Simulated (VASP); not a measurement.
Energy against volume of Os (hcp). Computed with PBEsol GGA, VASP's PBE PAW potentials (set 64) (plane waves; VASP). Run with 520 eV cut-off, 15×15×9 Γ-centred mesh, first-order Methfessel-Paxton smearing of 0.10 eV, potentials Os.

Shape and ions are relaxed at each volume.

```
V (Å³/atom)  E (eV/atom)
-----------  -----------
13.491         -12.22727
13.908         -12.24558
14.325         -12.22925
14.742         -12.18396
```

**Question.** Fit these four points and predict the energy of the run at 13.074 Å³/atom.

**Answer.** A cubic in V^(−2/3), the third-order Birch-Murnaghan form, passes through the four points with V0 = 13.91 Å³/atom and B0 = 443 GPa, and gives -12.1674 eV/atom there. The run gave -12.1676 eV/atom, -0.2 meV/atom from the fit; all five points give B0 = 442 GPa.

The compound is Os in the hcp structure. It was relaxed first.
